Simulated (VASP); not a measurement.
Data:

```
CoTi
1.0
    2.99000     0.00000     0.00000
    0.00000     2.99000     0.00000
    0.00000     0.00000     2.99000
Ti Co
1 1
Direct
  0.00000   0.00000   0.00000
  0.50000   0.50000   0.50000
```

Computed with PBE GGA with D3 dispersion (Becke-Johnson damping), VASP's PBE PAW potentials (set 64) (plane waves; VASP 6.6.1). Settings: 520 eV cut-off, 11×11×11 Γ-centred mesh, first-order Methfessel-Paxton smearing of 0.10 eV, potentials Ti_sv Co.

Energy and stress use the plane-wave basis of the starting cell.

Question: The ions, cell shape and volume are relaxed. Predict the relaxed structure.

Answer: 
```
CoTi
1.0
    2.93180     0.00000     0.00000
    0.00000     2.93180     0.00000
    0.00000     0.00000     2.93180
Ti Co
1 1
Cartesian
  0.00000   0.00000   0.00000
  1.46590   1.46590   1.46590
```
Space group Pm-3m (221), at a tolerance of 0.03 Å.

Question: How do energy and volume change from the first to the last step?

Answer: The energy (σ→0) changes by -25.9 meV/atom and the volume by -5.7 %, in 3 ionic steps.

The compound is TiCo in the CsCl type structure. This run relaxes it. Symmetry was kept, so distortions that lower it aren't found. The run is not spin-polarised, so no magnetic state was tried. The electron count is odd and the run is not spin-polarised, which forces a metal.
